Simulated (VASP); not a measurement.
Input for VASP

POSCAR:
```
Zr
1
    2.8996927392     0.0000000000    -0.0000000000
    0.0000000000     2.8996927392    -0.0000000000
    0.0000000000    -0.0000000000     2.8996927392
Zr
1
Direct
  0.0000000000   0.0000000000   0.0000000000
```

**INCAR**
```
SYSTEM = Zr
PREC = Accurate; ENCUT = 400; LREAL = F
LASPH = T
EDIFF = 1E-6; NELM = 100; ALGO = Normal
LMAXMIX = 4; LMIXTAU = T
ISMEAR = 1; SIGMA = 0.1
METAGGA = R2SCAN
IBRION = 2; NSW = 60; ISIF = 3
EDIFFG = -0.01
LWAVE = F; LCHARG = F
```

**KPOINTS**
```
Automatic mesh
0
Gamma
11 11 11
0 0 0
```

POTCAR, in this order: Zr_sv (PBE.64 set). Program: vasp_std.

### Question
Write an equivalent input for Ansatz.

### Answer
One equivalent input (not run):
Ansatz 0.2 input:
```yaml
crystal:
  lattice:
    - [2.8996927, 0.0000000, 0.0000000]
    - [0.0000000, 2.8996927, 0.0000000]
    - [0.0000000, 0.0000000, 2.8996927]
  atoms:
    - { symbol: Zr, position: [0.0000000, 0.0000000, 0.0000000] }
kpoints:
  mp_grid: { grid: [11, 11, 11] }
hamiltonian:
  xc: r2scan
  pseudopotentials: { kind: paw }
scf:
  occupations: { method: methfessel_paxton, width: 0.1 }
  max_iter: 100
relax:
  max_steps: 60
  f_tol: 0.01
  cell: {}
output: { forces: true, stress: true, eigenvalues: true }
```
What does not carry over: each code has its own PAW files, so the cut-off isn't converted (ENCUT is set for VASP's; basis.ecutwfc is left out, and Ansatz then takes the one that its files recommend); Ansatz stops its SCF on the density residual and VASP on the energy change (EDIFF).

The structure was generated: Zr was put into the simple-cubic type (Pm-3m), which need not be its known phase. This run relaxes it. Symmetry was kept, so distortions that lower it aren't found. The start is the result of an earlier pass.
